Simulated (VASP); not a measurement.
# BaTi2Bi2O with r2SCAN + rVV10: from relaxation to properties, part 2 of 7

Wanted: the relaxed cell of BaTi2Bi2O and its properties. The start is a computed cell from the Materials Project.

VASP 6.6.1; r2SCAN with rVV10, no spin polarisation; plane waves and PAW (Ba_sv, Ti_sv, Bi_d, O).

So far: The starting structure; Full relaxation (r2SCAN + rVV10).

## Step 2: Full relaxation (r2SCAN + rVV10) (continued)

OUTCAR, selected parts (step 2):

```text
ion  position               nearest neighbor table
   1  0.500  0.500  0.500-   4 3.65   5 3.65   4 3.65   5 3.65   4 3.65   5 3.65   4 3.65   5 3.65

  LATTYP: Found a simple tetragonal cell.
 ALAT       =     4.1153140000
 C/A-ratio  =     2.1158234827

 Subroutine GETGRP returns: Found 16 space group operations
 (whereof 16 operations were pure point group operations)

The static configuration has the point symmetry D_4h.

 Found     20 irreducible k-points:

   k-points           NKPTS =     20   k-points in BZ     NKDIM =     20   number of bands    NBANDS=     43

   dimension x,y,z NGX =    32 NGY =   32 NGZ =   70
   dimension x,y,z NGXF=    64 NGYF=   64 NGZF=  140

   ENCUT  =  520.0 eV  38.22 Ry    6.18 a.u.   7.65  7.65 16.19*2*pi/ulx,y,z

   NELECT =      70.0000    total number of electrons

 k-points in reciprocal lattice and weights: Automatic mesh
   0.00000000  0.00000000  0.00000000       0.009
   0.16666667  0.00000000  0.00000000       0.037
   0.33333333  0.00000000  0.00000000       0.037
   0.50000000  0.00000000  0.00000000       0.019
   0.16666667  0.16666667  0.00000000       0.037
   0.33333333  0.16666667  0.00000000       0.074
   0.50000000  0.16666667  0.00000000       0.037
   0.33333333  0.33333333  0.00000000       0.037
   0.50000000  0.33333333  0.00000000       0.037
[...]
0.50000000  0.33333333  0.33333333       0.074
   0.50000000  0.50000000  0.33333333       0.019

 average (electrostatic) potential at core
       1 -39.2286       2 -79.2106       3 -79.2106       4-110.0748       5-110.0748
       6 -73.7989

 E-fermi :   6.9110

 k-point     1 :       0.0000    0.0000    0.0000
  band No.  band energies     occupation
    ...
     30       4.9247      2.00000
     31       4.9247      2.00000
     32       5.3595      2.00000
     33       5.6610      2.00000
     34       6.4188      2.00000
     35       6.9434      0.36083
     36       7.0469      0.00012
     37       7.0469      0.00012
     38       7.7970      0.00000
     39       8.2200      0.00000
    ...

 k-point     2 :       0.1667    0.0000    0.0000
  band No.  band energies     occupation
    ...
     31       5.0519      2.00000
     32       5.0897      2.00000
     33       5.5167      2.00000
     34       5.9869      2.00000
     35       6.0474      2.00000
     36       7.1019      0.00000
     37       7.7773      0.00000
     38       7.9564      0.00000
     39       8.0707      0.00000
     40       8.2601      0.00000
    ...

 k-point     3 :       0.3333    0.0000    0.0000
  band No.  band energies     occupation
    ...
     31       4.6602      2.00000
     32       5.2730      2.00000
     33       5.4998      2.00000
     34       5.7385      2.00000
     35       6.5136      2.00000
     36       7.3673      0.00000
     37       7.6675      0.00000
     38       7.7181      0.00000
     39       8.1018      0.00000
     40       8.5972      0.00000
    ...

  Total       -0.0143077     -0.0143077     -0.0235516      0.0000000      0.0000000      0.0000000
  in kB       -0.1600632     -0.1600632     -0.2634774      0.0000000      0.0000000      0.0000000
  external PRESSURE =      -0.1945346 kB  Pullay stress =       0.0000000 kB

  energy-cutoff  :      520.00
  volume of cell :      143.21
      direct lattice vectors                 reciprocal lattice vectors
     4.096775450  0.000000000  0.000000000     0.244094413  0.000000000  0.000000000
     0.000000000  4.096775450 -0.000000000     0.000000000  0.244094413 -0.000000000
     0.000000000  0.000000000  8.533046625     0.000000000  0.000000000  0.117191437

 POSITION                                       TOTAL-FORCE (eV/Angst)
 -----------------------------------------------------------------------------------
      2.04839      2.04839      4.26652        -0.000000      0.000000      0.000000
      4.09678      2.04839      8.53305        -0.000000      0.000000      0.000000
      2.04839      0.00000      8.53305        -0.000000      0.000000      0.000000
      0.00000      0.00000      2.11223        -0.000000     -0.000000     -0.002553
      0.00000      0.00000      6.42082         0.000000      0.000000      0.002553
      2.04839      2.04839      8.53305        -0.000000      0.000000      0.000000
 -----------------------------------------------------------------------------------
    total drift:                                0.000000     -0.000000     -0.000000

  FREE ENERGIE OF THE ION-ELECTRON SYSTEM (eV)
  ---------------------------------------------------
  free  energy   TOTEN  =      -181.9219761561 eV

  energy  without entropy=     -181.9144668687  energy(sigma->0) =     -181.91822151

 reached required accuracy - stopping structural energy minimisation

 total charge
# of ion       s       p       d       tot
------------------------------------------
    1        2.023   5.596   0.318   7.937
    2        2.166   6.134   1.901  10.201
    3        2.166   6.134   1.901  10.201
    4        1.401   1.740   9.879  13.021
    5        1.401   1.740   9.879  13.021
    6        1.566   3.499   0.000   5.065
--------------------------------------------------
tot         10.722  24.843  23.879  59.444

[... 3 further parts left out ...]
```

CONTCAR:

```
BaTi2Bi2O
   1.00000000000000
     4.0967754501851941    0.0000000000000000    0.0000000000000000
     0.0000000000000000    4.0967754501851941   -0.0000000000000000
     0.0000000000000000    0.0000000000000000    8.5330466247339913
  Ba              Ti              Bi              O
     1     2     2     1
Direct
     0.5000000000000000    0.5000000000000000    0.5000000000000000
     1.0000000000000000    0.5000000000000000    1.0000000000000000
     0.5000000000000000    0.0000000000000000    1.0000000000000000
     0.0000000000000000    0.0000000000000000    0.2475347963675007
     0.0000000000000000    0.0000000000000000    0.7524652036324995
     0.5000000000000000    0.5000000000000000    1.0000000000000000
```

This run has no spin polarisation, although Ti can carry a moment. The k-mesh is coarse for a metal. Harder data sets than Ba_sv exist (the GW ones), and pressures, volumes and forces can shift noticeably with them. The PAW data sets were made with PBE, which is usual practice but a small mismatch for other functionals. The run keeps the 16 symmetry operations of its start, so it cannot find a distortion of lower symmetry.

Step by step:

```
step  energy less that of the first step (eV)  largest force (eV/Å)  pressure (GPa)  volume (Å³)
   1                                   0.0000                0.2288           -2.13       147.46
   2                                  -0.0133                0.1648            1.82       140.60
   3                                  -0.0294                0.0111            0.05       143.45
   4                                  -0.0312                0.0220            0.01       143.45
   5                                  -0.0318                0.0467           -0.02       143.44
   6                                  -0.0318                0.0543           -0.02       143.43
   7                                  -0.0321                0.0329           -0.02       143.35
   8                                  -0.0323                0.0026           -0.02       143.21
```

| conventional cell, symmetrised | before | after | change |
| --- | --- | --- | --- |
| a (Å) | 4.115 | 4.097 | -0.5 % |
| b (Å) | 4.115 | 4.097 | -0.5 % |
| c (Å) | 8.707 | 8.533 | -2.0 % |
| volume (Å³/atom) | 24.58 | 23.87 | -2.9 % |

The relaxed structure:

```xyz
6
Lattice="4.0968 0.0000 0.0000 0.0000 4.0968 0.0000 0.0000 0.0000 8.5330" Properties=species:S:1:pos:R:3 pbc="T T T"
Ba    2.0484    2.0484    4.2665
Ti    0.0000    2.0484    0.0000
Ti    2.0484    0.0000    0.0000
Bi    0.0000    0.0000    2.1122
Bi    0.0000    0.0000    6.4208
O     2.0484    2.0484    0.0000
```

This step gave:

```yaml
electrons: 70
bands: 43
irreducible_k_points: 20
symmetry_operations: 16
free_energy_toten: -181.9220 eV
energy_at_zero_smearing: -181.9182 eV
fermi_energy: 6.911 eV
pressure: -0.01945 GPa
metallic: yes
scf_cycles_over_all_ionic_steps: 75
```

It ends with a largest force of 0.003 eV/Å and a pressure of -0.02 GPa.

## Step 3: Second relaxation

A relaxation keeps the plane waves of the cell it began with, so it is repeated from the new cell, on a basis made for it.

The input, INCAR:

```
SYSTEM = BaTi2Bi2O
PREC = Accurate
ENCUT = 520
EDIFF = 1E-06
NELM = 100
ISMEAR = 0
SIGMA = 0.05
LREAL = .FALSE.
ALGO = Normal
METAGGA = R2SCAN
LUSE_VDW = .TRUE.
IVDW_NL = 2
BPARAM = 11.95
CPARAM = 0.0093
LASPH = .TRUE.
NBANDS = 43
LORBIT = 11
LWAVE = .FALSE.
LCHARG = .FALSE.
KPAR = 4
IBRION = 2
NSW = 60
ISIF = 3
EDIFFG = -0.01
```

The input, POSCAR:

```
BaTi2Bi2O
1.0
    4.0967754502      0.0000000000      0.0000000000
    0.0000000000      4.0967754502      0.0000000000
    0.0000000000      0.0000000000      8.5330466247
Ba Ti Bi O
1 2 2 1
Direct
    0.5000000000      0.5000000000      0.5000000000
    0.0000000000      0.5000000000      0.0000000000
    0.5000000000      0.0000000000      0.0000000000
    0.0000000000      0.0000000000      0.2475347964
    0.0000000000      0.0000000000      0.7524652036
    0.5000000000      0.5000000000      0.0000000000
```

The input, KPOINTS:

```
Automatic mesh
0
Gamma
6 6 3
0 0 0
```

Potentials, in the order of the species: Ba_sv, Ti_sv, Bi_d and O (PBE family, release 64).

Command:

```
mpirun -np 4 vasp_std
```

What it wrote:

```text
[banner, memory and clock lines left out]
running    4 mpi-ranks, on    1 nodes
 distrk:  each k-point on    1 cores,    4 groups
 distr:  one band on    1 cores,    1 groups

 POSCAR found type information on POSCAR BaTiBiO
 POSCAR found :  4 types and       6 ions
 [... a notice as in an earlier step ...]

 [... a notice as in an earlier step ...]

 LDA part: xc-table for (None), standard interpolation
 POSCAR, INCAR and KPOINTS ok, starting setup
 FFT: planning ... GRIDC
 FFT: planning ... GRID_SOFT
 FFT: planning ... GRID
 WAVECAR not read
 entering main loop
       N       E                     dE             d eps       ncg     rms          rms(c)
Total rVV10 correction in eV:      1.6866360    72.6787400
Total rVV10 correction in eV:      1.6866360    72.6787400
Total rVV10 correction in eV:      1.6866360    72.6787400
Total rVV10 correction in eV:      1.6866360    72.6787400
DAV:   1     0.833324439449E+03    0.83332E+03   -0.36059E+04  1720   0.195E+03
DAV:   2    -0.526562744869E+02   -0.88598E+03   -0.86777E+03  1776   0.583E+02
DAV:   3    -0.193193438407E+03   -0.14054E+03   -0.13803E+03  2653   0.225E+02
DAV:   4    -0.204734446643E+03   -0.11541E+02   -0.11437E+02  2808   0.558E+01
DAV:   5    -0.205471421678E+03   -0.73698E+00   -0.73557E+00  2512   0.102E+01    0.193E+01
Total rVV10 correction in eV:      1.6686240    72.6787389
Total rVV10 correction in eV:      1.6686240    72.6787389
Total rVV10 correction in eV:      1.6686240    72.6787389
Total rVV10 correction in eV:      1.6686240    72.6787389
DAV:   6    -0.183616802349E+03    0.21855E+02   -0.64286E+01  2410   0.521E+01    0.976E+00
Total rVV10 correction in eV:      1.6826031    72.6787391
Total rVV10 correction in eV:      1.6826031    72.6787391
Total rVV10 correction in eV:      1.6826031    72.6787391
Total rVV10 correction in eV:      1.6826031    72.6787391
DAV:   7    -0.182045398239E+03    0.15714E+01   -0.15075E+01  2299   0.197E+01    0.499E+00
Total rVV10 correction in eV:      1.6830401    72.6787390
Total rVV10 correction in eV:      1.6830401    72.6787390
Total rVV10 correction in eV:      1.6830401    72.6787390
Total rVV10 correction in eV:      1.6830401    72.6787390
DAV:   8    -0.181921968484E+03    0.12343E+00   -0.15746E+00  2205   0.583E+00    0.216E+00
Total rVV10 correction in eV:      1.6918782    72.6787390
Total rVV10 correction in eV:      1.6918782    72.6787390
Total rVV10 correction in eV:      1.6918782    72.6787390
Total rVV10 correction in eV:      1.6918782    72.6787390
DAV:   9    -0.181925356793E+03   -0.33883E-02   -0.72990E-01  2381   0.388E+00    0.982E-01
Total rVV10 correction in eV:      1.6919760    72.6787390
Total rVV10 correction in eV:      1.6919760    72.6787390
Total rVV10 correction in eV:      1.6919760    72.6787390
Total rVV10 correction in eV:      1.6919760    72.6787390
DAV:  10    -0.181920992526E+03    0.43643E-02   -0.96845E-02  2215   0.177E+00    0.543E-01
Total rVV10 correction in eV:      1.6923112    72.6787390
Total rVV10 correction in eV:      1.6923112    72.6787390
Total rVV10 correction in eV:      1.6923112    72.6787390
Total rVV10 correction in eV:      1.6923112    72.6787390
DAV:  11    -0.181919257000E+03    0.17355E-02   -0.11726E-02  2285   0.630E-01    0.312E-01
Total rVV10 correction in eV:      1.6934933    72.6787390
Total rVV10 correction in eV:      1.6934933    72.6787390
Total rVV10 correction in eV:      1.6934933    72.6787390
Total rVV10 correction in eV:      1.6934933    72.6787390
DAV:  12    -0.181919910921E+03   -0.65392E-03   -0.55061E-03  2386   0.484E-01    0.436E-02
Total rVV10 correction in eV:      1.6934907    72.6787390
Total rVV10 correction in eV:      1.6934907    72.6787390
Total rVV10 correction in eV:      1.6934907    72.6787390
Total rVV10 correction in eV:      1.6934907    72.6787390
DAV:  13    -0.181919952661E+03   -0.41741E-04   -0.54974E-04  2530   0.132E-01    0.408E-02
Total rVV10 correction in eV:      1.6935917    72.6787390
Total rVV10 correction in eV:      1.6935917    72.6787390
Total rVV10 correction in eV:      1.6935917    72.6787390
Total rVV10 correction in eV:      1.6935917    72.6787390
DAV:  14    -0.181919945608E+03    0.70533E-05   -0.72072E-05  2328   0.384E-02    0.145E-02
Total rVV10 correction in eV:      1.6935724    72.6787390
Total rVV10 correction in eV:      1.6935724    72.6787390
Total rVV10 correction in eV:      1.6935724    72.6787390
Total rVV10 correction in eV:      1.6935724    72.6787390
DAV:  15    -0.181919943439E+03    0.21694E-05   -0.16989E-05  2088   0.180E-02    0.452E-03
Total rVV10 correction in eV:      1.6935677    72.6787390
Total rVV10 correction in eV:      1.6935677    72.6787390
Total rVV10 correction in eV:      1.6935677    72.6787390
Total rVV10 correction in eV:      1.6935677    72.6787390
DAV:  16    -0.181919943807E+03   -0.36844E-06   -0.29748E-06  1821   0.906E-03
Total rVV10 correction in eV:      1.6935478    72.6787390
Total rVV10 correction in eV:      1.6935478    72.6787390
Total rVV10 correction in eV:      1.6935478    72.6787390
Total rVV10 correction in eV:      1.6935478    72.6787390
Total rVV10 correction in eV:      1.6935598    72.6787390
Total rVV10 correction in eV:      1.6935598    72.6787390
Total rVV10 correction in eV:      1.6935598    72.6787390
Total rVV10 correction in eV:      1.6935598    72.6787390
   1 F= -.18191994E+03 E0= -.18191619E+03  d E =-.181920E+03
 curvature:   0.00 expect dE= 0.000E+00 dE for cont linesearch  0.000E+00
 trial: gam= 0.00000 g(F)=  0.396E-06 g(S)=  0.141E-04 ort = 0.000E+00 (trialstep = 0.100E+01)
 search vector abs. value=  0.145E-04
 reached required accuracy - stopping structural energy minimisation
```

It took 4.2 min on 4 MPI ranks of AMD EPYC 7R43, shared host; peak memory 2 GiB.

Parts of OUTCAR (step 3):

```text
  LATTYP: Found a simple tetragonal cell.
 ALAT       =     4.0967754502
 C/A-ratio  =     2.0828690096

The static configuration has the point symmetry D_4h.

 Found     20 irreducible k-points:

   dimension x,y,z NGX =    30 NGY =   30 NGZ =   64
   dimension x,y,z NGXF=    60 NGYF=   60 NGZF=  128

   ENCUT  =  520.0 eV  38.22 Ry    6.18 a.u.   7.62  7.62 15.87*2*pi/ulx,y,z

   NELECT =      70.0000    total number of electrons

 E-fermi :   6.9112

 k-point     1 :       0.0000    0.0000    0.0000
  band No.  band energies     occupation
    ...
     30       4.9249      2.00000
     31       4.9249      2.00000
     32       5.3598      2.00000
     33       5.6612      2.00000
     34       6.4189      2.00000
     35       6.9431      0.36701
     36       7.0470      0.00012
     37       7.0470      0.00012
     38       7.7970      0.00000
     39       8.2201      0.00000
    ...

 k-point     2 :       0.1667    0.0000    0.0000
  band No.  band energies     occupation
    ...
     31       5.0519      2.00000
     32       5.0898      2.00000
     33       5.5170      2.00000
     34       5.9870      2.00000
     35       6.0475      2.00000
     36       7.1020      0.00000
     37       7.7770      0.00000
     38       7.9565      0.00000
     39       8.0708      0.00000
     40       8.2602      0.00000
    ...

  Total       -0.0191599     -0.0191599     -0.0319615      0.0000000     -0.0000000      0.0000000
  in kB       -0.2143455     -0.2143455     -0.3575605      0.0000000     -0.0000000      0.0000000
  external PRESSURE =      -0.2620839 kB  Pullay stress =       0.0000000 kB

  energy-cutoff  :      520.00
  volume of cell :      143.21
      direct lattice vectors                 reciprocal lattice vectors
     4.096775450  0.000000000  0.000000000     0.244094413  0.000000000  0.000000000
     0.000000000  4.096775450  0.000000000     0.000000000  0.244094413  0.000000000
     0.000000000  0.000000000  8.533046625     0.000000000  0.000000000  0.117191437

 POSITION                                       TOTAL-FORCE (eV/Angst)
 -----------------------------------------------------------------------------------
      2.04839      2.04839      4.26652         0.000000      0.000000      0.000000
      0.00000      2.04839      0.00000         0.000000      0.000000      0.000000
      2.04839      0.00000      0.00000         0.000000      0.000000      0.000000
      0.00000      0.00000      2.11223         0.000000      0.000000     -0.002026
      0.00000      0.00000      6.42082        -0.000000      0.000000      0.002026
      2.04839      2.04839      0.00000         0.000000      0.000000      0.000000
 -----------------------------------------------------------------------------------
    total drift:                                0.000000     -0.000000      0.000000

  FREE ENERGIE OF THE ION-ELECTRON SYSTEM (eV)
  ---------------------------------------------------
  free  energy   TOTEN  =      -181.9199438071 eV

  energy  without entropy=     -181.9124262694  energy(sigma->0) =     -181.91618504

 total charge
# of ion       s       p       d       tot
------------------------------------------
    1        2.023   5.596   0.318   7.937
    2        2.166   6.134   1.901  10.201
    3        2.166   6.134   1.901  10.201
    4        1.401   1.740   9.879  13.020
    5        1.401   1.740   9.879  13.020
    6        1.567   3.499   0.000   5.066
--------------------------------------------------
tot         10.723  24.843  23.879  59.445

[... 4 parts as in an earlier step ...]

[... 6 further parts left out ...]
```

Little changed from the start: no atom moved by 0.005 Å and no cell edge by 0.1 %.

This step gave:

* free energy (TOTEN): -181.9199 eV
* energy at zero smearing: -181.9162 eV
* pressure: -0.02621 GPa
* SCF cycles over all ionic steps: 16

It ends with a largest force of 0.002 eV/Å and a pressure of -0.03 GPa. The volume moved by under 0.01 %: the run met its threshold at the first step.

(Continued in part 3 of 7.)

[Lines on the potential files, build, host, timing and source positions are cut from VASP's logs without a mark.]

[Logs are printed without paths, hosts, clocks, repeated set-up lines and the standing remarks that a program may print on its own settings, such as how far it seeks lower states.]

[Hosts, paths, dates, database ids (printed as entryN), source tags and the programs' standing remarks are cut or masked in the printed files.]

[A measured line is paired with the nearest computed mode of its activity, which favours agreement.]
